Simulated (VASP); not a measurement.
VASP ran on this input.

### KPOINTS
```
Regular mesh
0
gamma
  7 7 7
```

### INCAR
```
# general
SYSTEM  = CuI
PREC    = Accurate
ENCUT   = 520   # plane-wave cut-off (eV)
LREAL   = F   # projection in real space or not
LASPH   = T   # aspherical one-centre terms

# electronic loop
EDIFF   = 1E-6   # SCF stop (eV)
NELM    = 100
ALGO    = Normal   # blocked Davidson
LMAXMIX = 4   # l cut-off of mixed one-centre charges

# smearing
ISMEAR  = 0   # Gaussian
SIGMA   = 0.05

# functional
GGA     = 91   # PW91

# ions
IBRION  = 2   # conjugate gradients
NSW     = 60
ISIF    = 3   # ions, shape and volume
EDIFFG  = -0.01

# output
LWAVE   = F
LCHARG  = F
```

**POSCAR**
```
CuI
1
    0.0000000000     3.0250000000     3.0250000000
    3.0250000000     0.0000000000     3.0250000000
    3.0250000000     3.0250000000     0.0000000000
Cu I
1 1
Direct
  0.0000000000   0.0000000000   0.0000000000
  0.2500000000   0.2500000000   0.2500000000
```

POTCAR, in this order: Cu I (PBE.64 set). Program: vasp_std.

**Question.** Write an equivalent input for Quantum ESPRESSO's pw.x.

**Answer.** One equivalent input (not run):
```
&CONTROL
  calculation = 'vc-relax'
  pseudo_dir = './pseudo'
  outdir = './out'
  tprnfor = .true.
  tstress = .true.
  nstep = 60
  forc_conv_thr = 0.00039
/
&SYSTEM
  ibrav = 0
  nat = 2
  ntyp = 2
  ecutwfc = 92
  occupations = 'smearing'
  smearing = 'gaussian'
  degauss = 0.003675
  input_dft = 'pw91'
/
&ELECTRONS
  conv_thr = 7.3e-08
  electron_maxstep = 100
/
&IONS
/
&CELL
/
ATOMIC_SPECIES
  Cu 63.546 Cu.upf
  I 126.904 I.upf
CELL_PARAMETERS angstrom
     0.0000000    3.0250000    3.0250000
     3.0250000    0.0000000    3.0250000
     3.0250000    3.0250000    0.0000000
ATOMIC_POSITIONS crystal
  Cu   0.0000000  0.0000000  0.0000000
  I    0.2500000  0.2500000  0.2500000
K_POINTS automatic
  7 7 7 0 0 0
```
The two are equivalent in intent, not identical: the potentials are each code's own (VASP's PAW set, PseudoDojo norm-conserving files in pw.x), so ENCUT and ecutwfc are chosen apart and not converted; conv_thr bounds pw.x's estimated SCF error, while EDIFF bounds the energy change between steps; forc_conv_thr acts on force components and is met together with etot_conv_thr.

The compound is CuI in the zinc blende structure. This run relaxes it. Symmetry was kept, so distortions that lower it aren't found.
